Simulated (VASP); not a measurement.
# Cutoff convergence: Ge

System: Ge (diamond type, first atom moved by 0.06 Å along [111]), 2 atoms in the cell.

```
Ge
1.0
     0.00000    2.88000    2.88000
     2.88000    0.00000    2.88000
     2.88000    2.88000    0.00000
Ge
2
Direct
  0.00601 0.00601 0.00601
  0.25000 0.25000 0.25000
```

All numbers below come from HSE06, plane waves, standard recommended PAW potentials (VASP 6.6.1).

Orbitals from an earlier step on the same cell; potentials Ge_d; PREC = Normal; HFSCREEN = 0.208; HFRCUT = 0; PRECFOCK = Fast; k-mesh 4×4×4 Γ-centred; Fermi–Dirac smearing of 0.05 eV; no spin polarisation.

| cutoff (eV) | E − E(top) (meV/atom) | pressure at fixed basis (GPa) | rms force change (meV/Å) |
| --- | --- | --- | --- |
| 279 | 24.7 | -7.34 | 1.4 |
| 310 | 1.7 | -3.08 | 1.6 |
| 357 | -0.3 | -2.47 | 0.2 |
| 403 | 0.0 | -2.76 | 0.0 |

Against the 403 eV run, total energies lie within 1 meV/atom from 357 eV on. Forces lie within 20 meV/Å (rms) from 279 eV on. The pressure at a fixed basis moves by -4.58 GPa at 279 eV.

The k-mesh is coarse, so these values belong to this mesh and can lie far from the converged ones. Potentials made with PBE were used with another functional.

TOTEN holds a cutoff-dependent correction for the basis error of the free atoms, and the grids can change too, so it isn't variational and can rise with the cutoff.
